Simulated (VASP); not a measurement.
The input files of a VASP run:

INCAR:
```
ALGO = Normal
EDIFF = 1E-6
EDIFFG = -0.02
ENCUT = 500
GGA = PS
IBRION = 2
ISIF = 3
ISMEAR = 0
LASPH = T
LCHARG = F
LMAXMIX = 4
LREAL = F
LWAVE = F
NELM = 100
NSW = 40
PREC = Accurate
PSTRESS = 200
SIGMA = 0.05
SYSTEM = AlAs
```

### KPOINTS
```
Automatic mesh
0
Gamma
8 8 8
0 0 0
```

### POSCAR
```
AlAs
1.0
  0.0000000000   2.7392661841   2.7392661841
  2.7392661841   0.0000000000   2.7392661841
  2.7392661841   2.7392661841   0.0000000000
Al As
1 1
Cartesian
  0.0000000000   0.0000000000   0.0000000000
  1.3696330920   1.3696330920   1.3696330920
```

POTCAR, in this order: Al As (PBE.64 set). Program: vasp_std.

Problem. Write an equivalent input for Ansatz.

Solution. One equivalent input (not run):
Ansatz 0.2 input:
```yaml
crystal:
  lattice:
    - [0.0000000, 2.7392662, 2.7392662]
    - [2.7392662, 0.0000000, 2.7392662]
    - [2.7392662, 2.7392662, 0.0000000]
  atoms:
    - { symbol: Al, position: [0.0000000, 0.0000000, 0.0000000] }
    - { symbol: As, position: [0.2500000, 0.2500000, 0.2500000] }
kpoints:
  mp_grid: { grid: [8, 8, 8] }
hamiltonian:
  xc: pbesol
  pseudopotentials: { kind: paw }
scf:
  occupations: { method: gaussian, width: 0.05 }
  max_iter: 100
relax:
  max_steps: 40
  f_tol: 0.02
  cell: { p_target: 20 }
output: { forces: true, stress: true, eigenvalues: true }
```
What does not carry over: each code has its own PAW files, so the cut-off isn't converted (ENCUT is set for VASP's; basis.ecutwfc is left out, and Ansatz then takes the one that its files recommend); Ansatz stops its SCF on the density residual and VASP on the energy change (EDIFF).

The compound is AlAs in the zinc blende structure. This run relaxes it under an external pressure of 20 GPa. Symmetry was kept, so distortions that lower it aren't found.
